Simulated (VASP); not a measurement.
```yaml
crystal:
  lattice:
    - [4.11778, 0.00000, 0.00000]
    - [0.00000, 4.11778, 0.00000]
    - [0.00000, 0.00000, 4.11778]
  atoms:
    - { symbol: Ba, position: [0.00000, 0.00000, 0.00000] }
    - { symbol: Zr, position: [0.50000, 0.50000, 0.50000] }
    - { symbol: O, position: [0.50000, 0.00000, 0.50000] }
    - { symbol: O, position: [0.00000, 0.50000, 0.50000] }
    - { symbol: O, position: [0.50000, 0.50000, 0.00000] }
```

These are LDA (Ceperley-Alder, Perdew-Zunger), VASP's LDA PAW potentials (set 64) (plane waves; VASP) values and carry that method's errors. Numerical set-up: 520 eV cut-off, 5×5×5 Γ-centred mesh, Gaussian smearing of 0.050 eV, potentials Ba_sv Zr_sv O.

Problem. The job: BaZrO3 (cubic perovskite), 5 atoms, LDA, static run, 520 eV, 5×5×5 Γ-centred mesh. Roughly how much core time does it take on a busy server core?

Solution. About 20 core-seconds (one run on a shared machine, a rough figure). It had 10 irreducible k-points, 24 bands, up to 1887 plane waves and 14 electronic steps.

The compound is BaZrO3 in the cubic perovskite structure. This cell is one point of a volume scan, at 0.97 of the reference volume.
